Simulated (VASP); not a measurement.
# HoO (P-6m2) in VASP: a series of runs

The runs below take HoO through single point, with r2SCAN+U.

Program: VASP 6.6.1. These are calculated values, not measurements. Logs are shortened: lines on timing, memory, paths and dates and some standing lists are left out, and cuts for length are marked.

## Step 1: The crystal as given

Symmetry: P-6m2, No. 187, hexagonal system. The conventional cell has a = 3.064 Å, b = 3.064 Å, c = 2.990 Å, α = 90.00°, β = 90.00°, γ = 120.00°. Ho (site symmetry -6m2) is surrounded by 6 O at 2.32 Å. O (site symmetry -6m2) is surrounded by 6 Ho at 2.32 Å.

The cell comes from a database or a generator and needn't be the stable form of this composition.

## Step 2: Single point, r2SCAN+U, collinear spin, zero start

File INCAR:

```
SYSTEM = HoO
PREC = Accurate
ENCUT = 520
EDIFF = 1E-6
ISMEAR = 0
SIGMA = 0.05
LREAL = .FALSE.
LASPH = .TRUE.
NELM = 100
ALGO = Normal
ISIF = 2
LWAVE = .FALSE.
LCHARG = .FALSE.
ISPIN = 2
MAGMOM = 0 0
LORBIT = 11
LMAXMIX = 6
LDAU = .TRUE.
LDAUTYPE = 2
LDAUL = 3 -1
LDAUU = 4 0
LDAUJ = 0 0
LDAUPRINT = 1
METAGGA = R2SCAN
LMIXTAU = .TRUE.
NBANDS = 24
```

File KPOINTS:

```
Automatic mesh
0
G
  7 7 6
  0 0 0
```

File POSCAR:

```
HoO
1.0
    3.0640300800      0.0000000000      0.0000000000
   -1.5320150400      2.6535278900      0.0000000000
    0.0000000000      0.0000000000      2.9903415500
Ho O
1 1
Direct
    0.0000000000      0.0000000000      0.0000000000
    0.6666666667      0.3333333333      0.5000000000
```

Potentials or basis: VASP PAW PBE potentials, release 64 (Ho, O).

On the command line:

```sh
$ cat potpaw_PBE.64/Ho/POTCAR potpaw_PBE.64/O/POTCAR > POTCAR
$ mpirun -np 1 vasp_std > vasp.out
```

OUTCAR:

```text
SYSTEM = HoO
   PREC = Accurate
   ENCUT = 520
   EDIFF = 1E-6
   ISMEAR = 0
   LREAL = .FALSE.
   LASPH = .TRUE.
   NELM = 100
   ISIF = 2
   ISPIN = 2
   LORBIT = 11
   METAGGA = R2SCAN

 ion  position               nearest neighbor table
   1  0.000  0.000  0.000-   2 2.32   2 2.32   2 2.32   2 2.32   2 2.32   2 2.32
   2  0.667  0.333  0.500-   1 2.32   1 2.32   1 2.32   1 2.32   1 2.32   1 2.32

  LATTYP: Found a hexagonal cell.
 ALAT       =     3.0640300800
 C/A-ratio  =     0.9759504548

  Lattice vectors:

 A1 = (   3.0640300800,   0.0000000000,   0.0000000000)
 A2 = (  -1.5320150400,   2.6535278900,   0.0000000000)
 A3 = (   0.0000000000,   0.0000000000,   2.9903415500)

Analysis of symmetry for initial positions (statically):
=====================================================================
 Subroutine PRICEL returns:
 Original cell was already a primitive cell.

 Routine SETGRP: Setting up the symmetry group for a
 hexagonal supercell.

 Subroutine GETGRP returns: Found 12 space group operations
 (whereof 12 operations were pure point group operations)
 out of a pool of 24 trial point group operations.

The static configuration has the point symmetry D_3h.

Analysis of symmetry for dynamics (positions and initial velocities):
=====================================================================
 Subroutine PRICEL returns:
 Original cell was already a primitive cell.

 Routine SETGRP: Setting up the symmetry group for a
 hexagonal supercell.

 Subroutine GETGRP returns: Found 12 space group operations
 (whereof 12 operations were pure point group operations)
 out of a pool of 24 trial point group operations.

The dynamic configuration has the point symmetry D_3h.

Analysis of structural, dynamic, and magnetic symmetry:
=====================================================================
 Subroutine PRICEL returns:
 Original cell was already a primitive cell.

 Routine SETGRP: Setting up the symmetry group for a
 hexagonal supercell.

 Subroutine GETGRP returns: Found 12 space group operations
 (whereof 12 operations were pure point group operations)
 out of a pool of 24 trial point group operations.

The overall configuration has the point symmetry D_3h.

 Subroutine INISYM returns: Found 12 space group operations
 (whereof 12 operations are pure point group operations),
 and found     1 'primitive' translations

----------------------------------------------------------------------------------------

                                     Primitive cell

  volume of cell :      24.3129

  direct lattice vectors                    reciprocal lattice vectors
     3.064030080  0.000000000  0.000000000     0.326367553  0.188428394  0.000000000
    -1.532015040  2.653527890  0.000000000     0.000000000  0.376856789  0.000000000
     0.000000000  0.000000000  2.990341550     0.000000000  0.000000000  0.334409961

  length of vectors
[... 129 lines left out ...]
  ext. energy  EPLUGINS =         0.00000000
  ---------------------------------------------------
  free energy    TOTEN  =       -47.01596541 eV

  energy without entropy =      -46.98085733  energy(sigma->0) =      -46.99841137

atom =   1  type =  1  l = 3

 onsite density matrix

spin component  1

  0.9951  0.0000  0.0000 -0.0000  0.0000  0.0000 -0.0000
  0.0000  1.0000 -0.0000  0.0000  0.0000  0.0000 -0.0000
  0.0000 -0.0000  0.9952  0.0000 -0.0000  0.0000  0.0000
 -0.0000  0.0000  0.0000  0.9957  0.0000  0.0000 -0.0000
  0.0000  0.0000 -0.0000  0.0000  0.9952 -0.0000  0.0000
  0.0000  0.0000  0.0000  0.0000 -0.0000  1.0000  0.0000
 -0.0000 -0.0000  0.0000 -0.0000  0.0000  0.0000  0.9931

spin component  2

  0.0512  0.0000  0.0000 -0.0000  0.0000  0.0000 -0.0000
  0.0000  0.0128 -0.0000  0.0000  0.0000  0.0000  0.0000
  0.0000 -0.0000  0.9917  0.0000  0.0000  0.0000 -0.0000
 -0.0000  0.0000  0.0000  0.0079  0.0000  0.0000 -0.0000
  0.0000  0.0000  0.0000  0.0000  0.9917 -0.0000  0.0000
  0.0000  0.0000  0.0000  0.0000 -0.0000  0.0128  0.0000
 -0.0000  0.0000 -0.0000 -0.0000  0.0000  0.0000  0.9894

 occupancies and eigenvectors

  o =  0.0079  v =  0.0000  0.0000  0.0000  0.0000  0.0000  0.0000  0.0000 -0.0000  0.0000  0.0000 -1.0000  0.0000  0.0000 -0.0000      0.0000  0.0000  0.0000  0.0000  0.0000  0.0000  0.0000  0.0000  0.0000  0.0000  0.0000  0.0000  0.0000  0.0000
  o =  0.0128  v =  0.0000  0.0000  0.0000  0.0000  0.0000  0.0000  0.0000  0.0000 -0.9996  0.0000 -0.0000 -0.0000 -0.0279  0.0000      0.0000  0.0000  0.0000  0.0000  0.0000  0.0000  0.0000  0.0000  0.0000  0.0000  0.0000  0.0000  0.0000  0.0000
  o =  0.0128  v =  0.0000  0.0000  0.0000  0.0000  0.0000  0.0000  0.0000 -0.0000 -0.0279  0.0000  0.0000 -0.0000  0.9996 -0.0000      0.0000  0.0000  0.0000  0.0000  0.0000  0.0000  0.0000  0.0000  0.0000  0.0000  0.0000  0.0000  0.0000  0.0000
  o =  0.0512  v =  0.0000  0.0000  0.0000  0.0000  0.0000  0.0000  0.0000 -1.0000 -0.0000  0.0000  0.0000  0.0000 -0.0000 -0.0000      0.0000  0.0000  0.0000  0.0000  0.0000  0.0000  0.0000  0.0000  0.0000  0.0000  0.0000  0.0000  0.0000  0.0000
  o =  0.9894  v =  0.0000  0.0000  0.0000  0.0000  0.0000  0.0000  0.0000  0.0000 -0.0000 -0.0000 -0.0000  0.0000 -0.0000 -1.0000      0.0000  0.0000  0.0000  0.0000  0.0000  0.0000  0.0000  0.0000  0.0000  0.0000  0.0000  0.0000  0.0000  0.0000
  o =  0.9917  v =  0.0000  0.0000  0.0000  0.0000  0.0000  0.0000  0.0000  0.0000 -0.0000 -0.0000  0.0000  1.0000  0.0000  0.0000      0.0000  0.0000  0.0000  0.0000  0.0000  0.0000  0.0000  0.0000  0.0000  0.0000  0.0000  0.0000  0.0000  0.0000
  o =  0.9917  v =  0.0000  0.0000  0.0000  0.0000  0.0000  0.0000  0.0000 -0.0000 -0.0000 -1.0000 -0.0000 -0.0000 -0.0000  0.0000      0.0000  0.0000  0.0000  0.0000  0.0000  0.0000  0.0000  0.0000  0.0000  0.0000  0.0000  0.0000  0.0000  0.0000
  o =  0.9931  v =  0.0000  0.0000 -0.0000  0.0000 -0.0000  0.0000  1.0000  0.0000  0.0000  0.0000  0.0000  0.0000  0.0000  0.0000      0.0000  0.0000  0.0000  0.0000  0.0000  0.0000  0.0000  0.0000  0.0000  0.0000  0.0000  0.0000  0.0000  0.0000
  o =  0.9951  v =  1.0000 -0.0000 -0.0000  0.0000 -0.0000 -0.0000 -0.0000  0.0000  0.0000  0.0000  0.0000  0.0000  0.0000  0.0000      0.0000  0.0000  0.0000  0.0000  0.0000  0.0000  0.0000  0.0000  0.0000  0.0000  0.0000  0.0000  0.0000  0.0000
  o =  0.9952  v =  0.0000 -0.0000  0.0000  0.0000  1.0000  0.0000  0.0000  0.0000  0.0000  0.0000  0.0000  0.0000  0.0000  0.0000      0.0000  0.0000  0.0000  0.0000  0.0000  0.0000  0.0000  0.0000  0.0000  0.0000  0.0000  0.0000  0.0000  0.0000
  o =  0.9952  v = -0.0000 -0.0000 -1.0000  0.0000  0.0000  0.0000 -0.0000  0.0000  0.0000  0.0000  0.0000  0.0000  0.0000  0.0000      0.0000  0.0000  0.0000  0.0000  0.0000  0.0000  0.0000  0.0000  0.0000  0.0000  0.0000  0.0000  0.0000  0.0000
  o =  0.9957  v =  0.0000 -0.0000  0.0000  1.0000 -0.0000 -0.0000 -0.0000  0.0000  0.0000  0.0000  0.0000  0.0000  0.0000  0.0000      0.0000  0.0000  0.0000  0.0000  0.0000  0.0000  0.0000  0.0000  0.0000  0.0000  0.0000  0.0000  0.0000  0.0000
  o =  1.0000  v =  0.0000 -0.0005  0.0000  0.0000 -0.0000  1.0000 -0.0000  0.0000  0.0000  0.0000  0.0000  0.0000  0.0000  0.0000      0.0000  0.0000  0.0000  0.0000  0.0000  0.0000  0.0000  0.0000  0.0000  0.0000  0.0000  0.0000  0.0000  0.0000
  o =  1.0000  v = -0.0000 -1.0000  0.0000 -0.0000 -0.0000 -0.0005  0.0000  0.0000  0.0000  0.0000  0.0000  0.0000  0.0000  0.0000      0.0000  0.0000  0.0000  0.0000  0.0000  0.0000  0.0000  0.0000  0.0000  0.0000  0.0000  0.0000  0.0000  0.0000

 number of electron      27.0000014 magnetization       3.7378078

 Free energy of the ion-electron system (eV)
  ---------------------------------------------------
  ext. energy  EPLUGINS =         0.00000000
  ---------------------------------------------------
  free energy    TOTEN  =       -48.05230059 eV

  energy without entropy =      -48.05154100  energy(sigma->0) =      -48.05192080

 E-fermi :   6.9380     XC(G=0): -13.6950

 val. band max:        6.8456870197   @ k =   0.0000   0.0000   0.3333
 cond. band min:       6.9730115693   @ k =   0.2857   0.1429   0.1667
 fundamental gap:      0.1273245496
 Fermi energy:         6.9379746566

 spin component 1

 k-point     1 :       0.0000    0.0000    0.0000
  band No.  band energies     occupation
      1     -44.7257      1.00000
      2     -18.1831      1.00000
      3     -18.1830      1.00000
      4     -18.1269      1.00000
      5     -15.3638      1.00000
      6      -1.5305      1.00000
[... 1289 lines left out ...]
     23      22.7356      0.00000
     24      26.2356      0.00000

 [... further k-points ...]

------------------------ aborting loop because EDIFF is reached ----------------------------------------

  FORCE on cell =-STRESS in cart. coord.  units (eV):
  Direction    XX          YY          ZZ          XY          YZ          ZX
  --------------------------------------------------------------------------------------
  -------------------------------------------------------------------------------------
  Total        4.4915893      4.4915893      3.9805032      0.0000000     -0.0000000     -0.0000000
  in kB      295.9873445    295.9873452    262.3077266      0.0000000     -0.0000000     -0.0000000
  external PRESSURE =     284.7608054 kB  Pullay stress =       0.0000000 kB

 VOLUME and BASIS-vectors are now :
 -----------------------------------------------------------------------------
  energy-cutoff  :      520.00
  volume of cell :       24.31
      direct lattice vectors                 reciprocal lattice vectors
     3.064030080  0.000000000  0.000000000     0.326367553  0.188428394  0.000000000
    -1.532015040  2.653527890  0.000000000     0.000000000  0.376856789  0.000000000
     0.000000000  0.000000000  2.990341550     0.000000000  0.000000000  0.334409961

 POSITION                                       TOTAL-FORCE (eV/Angst)
 -----------------------------------------------------------------------------------
      0.00000      0.00000      0.00000         0.000000     -0.000000      0.000000
      1.53202      0.88451      1.49517        -0.000000      0.000000      0.000000
 -----------------------------------------------------------------------------------
    total drift:                               -0.000000      0.000000      0.000000

  FREE ENERGIE OF THE ION-ELECTRON SYSTEM (eV)
  ---------------------------------------------------
  free  energy   TOTEN  =       -48.0523005941 eV

  energy  without entropy=      -48.0515409991  energy(sigma->0) =      -48.05192080

 total charge

# of ion       s       p       d       f       tot
--------------------------------------------------
    1        2.075   5.769   0.817  10.021  18.682
    2        1.565   3.542   0.000   0.000   5.106
--------------------------------------------------
tot          3.640   9.311   0.817  10.021  23.789

 magnetization (x)

# of ion       s       p       d       f       tot
--------------------------------------------------
    1       -0.009  -0.050  -0.047   3.915   3.808
    2       -0.005  -0.035   0.000   0.000  -0.040
--------------------------------------------------
tot         -0.014  -0.086  -0.047   3.915   3.768
```

Wall time 4 min (1 thread of Intel Xeon 6975P-C (Granite Rapids), shared host); peak memory 0.19 GiB.

What came out:

```yaml
Free_energy: -48.0523 eV
Pressure: 28.5 GPa
Band_gap_on_the_k_mesh: none (metal or under the smearing width)
Net_moment: 3.74 μB per cell
Site_moments: Ho +3.81; O -0.04 μB
Valence_electrons_inside_the_program's_atomic_spheres: Ho 18.68; O 5.11
```

Stress tensor (GPa, compression positive):
```
29.60  0.00  0.00
 0.00 29.60  0.00
 0.00  0.00 26.23
```

Levels at points of the mesh, in eV from the Fermi level:
Spin up:
| k point | band 12 | band 13 | band 14 | band 15 | band 16 | band 17 | band 18 | band 19 |
| --- | --- | --- | --- | --- | --- | --- | --- | --- |
| (0.00, 0.00, 0.00) | -6.95 | -5.74 | -5.74 | -4.88 | -2.18 | 1.08 | 4.13 | 4.13 |
| (0.00, 0.00, 0.50) | -6.61 | -6.61 | -5.43 | -5.43 | 2.11 | 2.11 | 2.30 | 4.81 |
Spin down:
| k point | band 9 | band 10 | band 11 | band 12 | band 13 | band 14 | band 15 | band 16 |
| --- | --- | --- | --- | --- | --- | --- | --- | --- |
| (0.00, 0.00, 0.00) | -5.04 | -4.78 | -4.78 | -2.46 | 0.17 | 1.43 | 1.43 | 2.47 |
| (0.00, 0.00, 0.50) | -5.04 | -4.88 | -4.88 | 0.30 | 1.59 | 1.59 | 2.40 | 2.40 |

Eigenvalues of the final occupation matrices:
| site | spin | trace | eigenvalues |
| --- | --- | --- | --- |
| site 1 f | 1 | 6.97 | 0.99 1.00 1.00 1.00 1.00 1.00 1.00 |
| site 1 f | 2 | 3.06 | 0.01 0.01 0.01 0.05 0.99 0.99 0.99 |

Caveat: the magnetic or orbital state may not be the lowest; a pressure of tens of GPa on the cell as given is suspect, and the run, the potentials or the cell itself is likely at fault; the PAW data sets were made with another functional, which shifts forces and pressure a little; spin-orbit coupling is left out, which moves the levels of the heavy elements.

## Step 3: Single point, r2SCAN+U, collinear spin, random start

File INCAR:

```
PREC = Accurate
ENCUT = 520
EDIFF = 1E-6
ISMEAR = 0
SIGMA = 0.05
LREAL = F
LASPH = T
NELM = 150
ALGO = Normal
ISIF = 2
LWAVE = F
LCHARG = F
ISPIN = 2
MAGMOM = -3.29 0
LORBIT = 11
LMAXMIX = 6
LDAU = T
LDAUTYPE = 2
LDAUL = 3 -1
LDAUU = 4 0
LDAUJ = 0 0
LDAUPRINT = 1
METAGGA = R2SCAN
LMIXTAU = T
```

File KPOINTS:

```
Automatic mesh
0
Gamma
  7 7 6
```

POSCAR is that of step 2.

Potentials or basis: VASP PAW PBE potentials, release 64 (Ho, O).

On the command line:

```sh
$ cat potpaw_PBE.64/Ho/POTCAR potpaw_PBE.64/O/POTCAR > POTCAR
$ mpirun -np 1 vasp_std > vasp.out
```

OUTCAR:

```text
PREC = Accurate
   ENCUT = 520
   EDIFF = 1E-6
   ISMEAR = 0
   LREAL = F
   LASPH = T
   NELM = 150
   ISIF = 2
   ISPIN = 2
   LORBIT = 11
   METAGGA = R2SCAN

 ion  position               nearest neighbor table
   1  0.000  0.000  0.000-   2 2.32   2 2.32   2 2.32   2 2.32   2 2.32   2 2.32
   2  0.667  0.333  0.500-   1 2.32   1 2.32   1 2.32   1 2.32   1 2.32   1 2.32

  LATTYP: Found a hexagonal cell.
 ALAT       =     3.0640300800
 C/A-ratio  =     0.9759504548

  Lattice vectors:

 A1 = (   3.0640300800,   0.0000000000,   0.0000000000)
 A2 = (  -1.5320150400,   2.6535278900,   0.0000000000)
 A3 = (   0.0000000000,   0.0000000000,   2.9903415500)

Analysis of symmetry for initial positions (statically):
=====================================================================
 Subroutine PRICEL returns:
 Original cell was already a primitive cell.

[... 256 lines left out ...]
      5     -15.3557      1.00000
      6       0.6618      1.00000
[... 1049 lines left out ...]
     18      12.7723      0.00000
     19      12.9908      0.00000

 [... further k-points ...]

------------------------ aborting loop because EDIFF is reached ----------------------------------------

  FORCE on cell =-STRESS in cart. coord.  units (eV):
  Direction    XX          YY          ZZ          XY          YZ          ZX
  --------------------------------------------------------------------------------------
  -------------------------------------------------------------------------------------
  Total        4.4736118      4.4736118      3.9718157      0.0000000     -0.0000000      0.0000000
  in kB      294.8026632    294.8026639    261.7352388      0.0000000     -0.0000000      0.0000000
  external PRESSURE =     283.7801886 kB  Pullay stress =       0.0000000 kB

 VOLUME and BASIS-vectors are now :
 -----------------------------------------------------------------------------
  energy-cutoff  :      520.00
  volume of cell :       24.31
      direct lattice vectors                 reciprocal lattice vectors
     3.064030080  0.000000000  0.000000000     0.326367553  0.188428394  0.000000000
    -1.532015040  2.653527890  0.000000000     0.000000000  0.376856789  0.000000000
     0.000000000  0.000000000  2.990341550     0.000000000  0.000000000  0.334409961

 POSITION                                       TOTAL-FORCE (eV/Angst)
 -----------------------------------------------------------------------------------
      0.00000      0.00000      0.00000         0.000000     -0.000000      0.000000
      1.53202      0.88451      1.49517        -0.000000      0.000000      0.000000
 -----------------------------------------------------------------------------------
    total drift:                               -0.000000      0.000000      0.000000

  FREE ENERGIE OF THE ION-ELECTRON SYSTEM (eV)
  ---------------------------------------------------
  free  energy   TOTEN  =       -48.0523015483 eV

  energy  without entropy=      -48.0515485845  energy(sigma->0) =      -48.05192507

 total charge

# of ion       s       p       d       f       tot
--------------------------------------------------
    1        2.075   5.769   0.817  10.021  18.682
    2        1.565   3.542   0.000   0.000   5.107
--------------------------------------------------
tot          3.640   9.311   0.817  10.021  23.789

 magnetization (x)

# of ion       s       p       d       f       tot
--------------------------------------------------
    1        0.009   0.050   0.047  -3.915  -3.808
    2        0.005   0.035   0.000   0.000   0.040
--------------------------------------------------
tot          0.014   0.085   0.047  -3.915  -3.768
```

stdout:

```text
POSCAR found type information on POSCAR HoO
 POSCAR found :  2 types and       2 ions
 scaLAPACK will be used
 -----------------------------------------------------------------------------
|                                                                             |
|                                                                             |
|     You enforced a specific xc type in the INCAR file but a different       |
|     I HOPE YOU KNOW WHAT YOU ARE DOING!                                     |
|                                                                             |
 -----------------------------------------------------------------------------

 LDA part: xc-table for (None), standard interpolation
 POSCAR, INCAR and KPOINTS ok, starting setup
 FFT: planning ... GRIDC
 FFT: planning ... GRID_SOFT
 FFT: planning ... GRID
 WAVECAR not read
 entering main loop
```

Run time: 96 s. Hardware: 1 thread of Intel Xeon 6975P-C (Granite Rapids), shared host; peak memory 0.19 GiB.

Results:

```yaml
Free_energy: -48.0523 eV
Pressure: 28.4 GPa
Band_gap_on_the_k_mesh: none (metal or under the smearing width)
Net_moment: -3.74 μB per cell
Site_moments: Ho -3.81; O +0.04 μB
Valence_electrons_inside_the_program's_atomic_spheres: Ho 18.68; O 5.11
```

Levels at points of the mesh, in eV from the Fermi level:
Spin up:
```tsv
k point	band 10	band 11	band 12	band 13	band 14	band 15
(0.00, 0.00, 0.00)	-4.77	-4.77	-2.46	0.17	1.44	1.44
(0.00, 0.00, 0.50)	-4.87	-4.87	0.31	1.60	1.60	2.41
```
Spin down:
| k point | band 12 | band 13 | band 14 | band 15 | band 16 | band 17 | band 18 | band 19 |
| --- | --- | --- | --- | --- | --- | --- | --- | --- |
| (0.00, 0.00, 0.00) | -6.94 | -5.74 | -5.74 | -4.88 | -2.18 | 1.08 | 4.13 | 4.13 |
| (0.00, 0.00, 0.50) | -6.60 | -6.60 | -5.42 | -5.42 | 2.11 | 2.11 | 2.30 | 4.81 |

Eigenvalues of the final occupation matrices:
```csv
site,spin,trace,eigenvalues
site 1 f,1,3.06,0.01 0.01 0.01 0.05 0.99 0.99 0.99
site 1 f,2,6.97,0.99 1.00 1.00 1.00 1.00 1.00 1.00
```

Caveat: the magnetic or orbital state may not be the lowest; a pressure of tens of GPa on the cell as given is suspect, and the run, the potentials or the cell itself is likely at fault; the PAW data sets were made with another functional, which shifts forces and pressure a little; spin-orbit coupling is left out, which moves the levels of the heavy elements.
